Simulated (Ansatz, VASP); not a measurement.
This is a calculation of Rb2Mg for Ansatz 0.2.0.

Contents of input.yaml:

```yaml
crystal:
  lattice:
    - [-5.002542, 5.002542, 3.581331]
    - [5.002542, -5.002542, 3.581331]
    - [5.002542, 5.002542, -3.581331]
  atoms:
    - { symbol: Rb, position: [0.834449, 0.334449, 0.168898] }
    - { symbol: Rb, position: [0.165551, 0.665551, 0.831102] }
    - { symbol: Rb, position: [0.334449, 0.165551, 0.5] }
    - { symbol: Rb, position: [0.665551, 0.834449, 0.5] }
    - { symbol: Mg, position: [0.25, 0.25, 0.0] }
    - { symbol: Mg, position: [0.75, 0.75, 0.0] }
hamiltonian:
  xc: lda
  pseudopotentials: { kind: paw }
kpoints:
  mp_grid: { grid: [5, 5, 5] }
scf:
  occupations: { method: gaussian, width: 0.1 }
output:
  forces: true
  stress: true
  eigenvalues: true
```

Potentials or basis: Ansatz PAW.

Launch:

```sh
$ ansatz run input.yaml --threads 1 --pin off --max-ram 3584MiB --backend cpu --events-out ev --progress --plain --runs-dir out
```

Question: Translate it to VASP 6.6.1. Potentials there: VASP PAW LDA potentials, release 64 (Rb_sv, Mg_pv).

Answer: As run (the cutoff follows the program's own potentials):

Contents of INCAR:

```
PREC = Accurate
ENCUT = 520
EDIFF = 1E-6
ISMEAR = 0
SIGMA = 0.1
LREAL = False
LASPH = True
NELM = 100
ALGO = Normal
ISIF = 2
LWAVE = False
LCHARG = False
```

File KPOINTS:

```
Automatic mesh
0
Gamma
  5 5 5
```

File POSCAR:

```
Rb2Mg
1.0
   -5.0025420000      5.0025420000      3.5813310000
    5.0025420000     -5.0025420000      3.5813310000
    5.0025420000      5.0025420000     -3.5813310000
Rb Mg
4 2
Cartesian
   -1.6563516613      3.3461903387      3.5813310000
    6.6588936613      1.6563516613      0.0000000000
    1.6563516613      3.3461903387      0.0000000000
    3.3461903387      1.6563516613      3.5813310000
    0.0000000000      0.0000000000      1.7906655000
    0.0000000000      0.0000000000      5.3719965000
```

Potentials or basis: VASP PAW LDA potentials, release 64 (Rb_sv, Mg_pv).

The run is started by

```console
$ cat potpaw_LDA.64/Rb_sv/POTCAR potpaw_LDA.64/Mg_pv/POTCAR > POTCAR
$ mpirun -np 1 vasp_std > vasp.out
```

Both were run:

|  | VASP | Ansatz | Ansatz less VASP |
| --- | --- | --- | --- |
| gap on the k mesh at the Fermi level (eV) | none | none | - |
| pressure (GPa) | -0.7 | -0.7 | +0.02 |
| largest component of the traceless stress (GPa) | 0.10 | 0.10 | 0.000 |
| rms of the force components (eV/Å) | 0.012 | 0.012 | +0.0002 |

Atom by atom the forces differ by 0.000 eV/Å (rms over components). A gap of «none» marks a metal or a gap that the smearing closes. The two sets of potentials don't hold the same shells in valence.

Caveats: the PAW data sets come from PBE, with cores solved anew for the run's functional, which leaves a small shift of forces and pressure (Ansatz).
